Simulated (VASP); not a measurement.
Input:

```yaml
crystal:
  lattice:
    - [3.80402, 0.00000, 0.00000]
    - [0.00000, 3.80402, 0.00000]
    - [0.00000, 0.00000, 3.80402]
  atoms:
    - { symbol: Pr, position: [0.50000, 0.50000, 0.50000] }
    - { symbol: Cd, position: [0.00000, 0.00000, 0.00000] }
```

Level of theory: PBEsol GGA with spin-orbit coupling, VASP's PBE PAW potentials (set 64) (plane waves; VASP 6.6.1). Settings: 400 eV cut-off, 9×9×9 Γ-centred mesh, Gaussian smearing of 0.050 eV, potentials Pr_3 Cd.

The 4f electrons are frozen in the core of the lanthanide potential, so 4f levels, which can set the real gap, and their magnetism are missing.

Q: Give the energies of bands 19 to 29 at the high-symmetry points, in eV from the Fermi level.

A: 
```tsv
band	Γ	X	M	R
19	-6.31	-3.35	-3.89	-2.13
20	-6.31	-3.35	-3.89	-2.13
21	-0.27	-2.93	0.23	-2.01
22	-0.27	-2.93	0.23	-2.01
23	-0.27	-0.07	0.32	-2.01
24	-0.27	-0.07	0.32	-2.01
25	4.01	0.94	0.51	-0.48
26	4.01	0.94	0.51	-0.48
27	4.01	1.10	2.57	5.42
28	4.04	1.10	2.57	5.42
29	4.20	4.06	2.64	5.66
```

It has no gap at this level: it comes out as a metal or semimetal.

The structure comes from a computed database's PrCd entry (Pm-3m); how it stands against other phases isn't given here. It was relaxed first, which changed the volume by -5 %.
